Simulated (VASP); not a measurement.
Here is the system:

```xyz
2
Lattice="1.8217 -3.1553 0.0000 1.8217 3.1553 0.0000 0.0000 0.0000 5.6470" Properties=species:S:1:pos:R:3 pbc="T T T"
Tb     1.8217     1.0518     1.4117
Tb     1.8217    -1.0518     4.2352
```

Calculation: PBE GGA, VASP's PBE PAW potentials (set 64) (plane waves; VASP). Numerical set-up: 480 eV cut-off, 10×10×6 Γ-centred mesh, first-order Methfessel-Paxton smearing of 0.10 eV, potentials Tb_3.

The 4f electrons are frozen in the core of the lanthanide potential, so 4f levels, which can set the real gap, and their magnetism are missing. Energy and stress use the plane-wave basis of the starting cell.

Question: The ions, cell shape and volume at an external pressure of 10.0 GPa are relaxed. Give the cell that the relaxation ends in.

Answer: 
```xyz
2
Lattice="1.6931 -2.9325 0.0000 1.6931 2.9325 0.0000 0.0000 0.0000 5.3971" Properties=species:S:1:pos:R:3 pbc="T T T"
Tb     1.6931     0.9775     1.3493
Tb     1.6931    -0.9775     4.0478
```
Space group P6_3/mmc (194), at a tolerance of 0.03 Å.

Question: How do energy and volume change from the first to the last step?

Answer: The energy (σ→0) changes by +156.5 meV/atom and the volume by -17.4 %, in 8 ionic steps.

The compound is Tb in the hcp structure. This run relaxes it under an external pressure of 10 GPa. Symmetry was kept, so distortions that lower it aren't found.
